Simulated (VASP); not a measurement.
An input for Quantum ESPRESSO's pw.x (written as the equivalent of a VASP run, and not itself run):

```
&CONTROL
  calculation = 'vc-relax'
  pseudo_dir = './pseudo'
  outdir = './out'
  tprnfor = .true.
  tstress = .true.
  nstep = 50
  forc_conv_thr = 0.00039
/
&SYSTEM
  ibrav = 0
  nat = 4
  ntyp = 2
  ecutwfc = 84
  occupations = 'smearing'
  smearing = 'gaussian'
  degauss = 0.000735
  input_dft = 'pbesol'
/
&ELECTRONS
  conv_thr = 7.3e-08
  electron_maxstep = 100
/
&IONS
/
&CELL
/
ATOMIC_SPECIES
  Tl 204.380 Tl.upf
  F 18.998 F.upf
CELL_PARAMETERS angstrom
     6.4544840    0.0000000    0.0000000
     0.0000000    2.7674120    2.7974210
     0.0000000   -2.7674120    2.7974210
ATOMIC_POSITIONS crystal
  Tl   0.2535200  0.4701800  0.9701800
  Tl   0.7464800  0.9701800  0.4701800
  F    0.6474400  0.4478200  0.9478200
  F    0.3525600  0.9478200  0.4478200
K_POINTS automatic
  2 2 2 0 0 0
```

Problem. Write the VASP files for the same calculation (PBEsol).

Solution. This is not unique; one that fits is 
File POSCAR:
```
TlF
1
    6.4544840000     0.0000000000     0.0000000000
    0.0000000000     2.7674120000     2.7974210000
    0.0000000000    -2.7674120000     2.7974210000
Tl F
2 2
Direct
  0.2535200000   0.4701800000   0.9701800000
  0.7464800000   0.9701800000   0.4701800000
  0.6474400000   0.4478200000   0.9478200000
  0.3525600000   0.9478200000   0.4478200000
```

**INCAR**
```
SYSTEM = TlF
PREC = Accurate
ENCUT = 320
EDIFF = 1E-6
NELM = 100
ALGO = Normal
LREAL = .FALSE.
LASPH = .TRUE.
ISMEAR = 0
SIGMA = 0.01
GGA = PS
LMAXMIX = 4
LWAVE = .FALSE.
LCHARG = .FALSE.
ISIF = 3
IBRION = 2
NSW = 50
EDIFFG = -0.01
```

### KPOINTS
```
Automatic mesh
0
Gamma
2 2 2
0 0 0
```

POTCAR, in this order: Tl_d F (PBE.64 set). Program: vasp_std.

Limits of the translation: the potentials are each code's own (VASP's PAW set, PseudoDojo norm-conserving files in pw.x), so ENCUT and ecutwfc are chosen apart and not converted; conv_thr bounds pw.x's estimated SCF error, while EDIFF bounds the energy change between steps; forc_conv_thr acts on force components and is met together with etot_conv_thr.

The structure comes from a computed database's TlF entry; how it stands against other phases isn't given here. This run relaxes it. Symmetry was kept, so distortions that lower it aren't found. The k-mesh is coarse (spacing up to 0.89 per Å, 2π included), so the numbers may not be converged in it. The run is one of a series of settings (EDIFFG = -0.01, ENCUT = 320, IBRION = 2, ISIF = 3, NSW = 50, KPOINTS 2×2×2 Γ-centred mesh against the base run), some of them coarse on purpose.
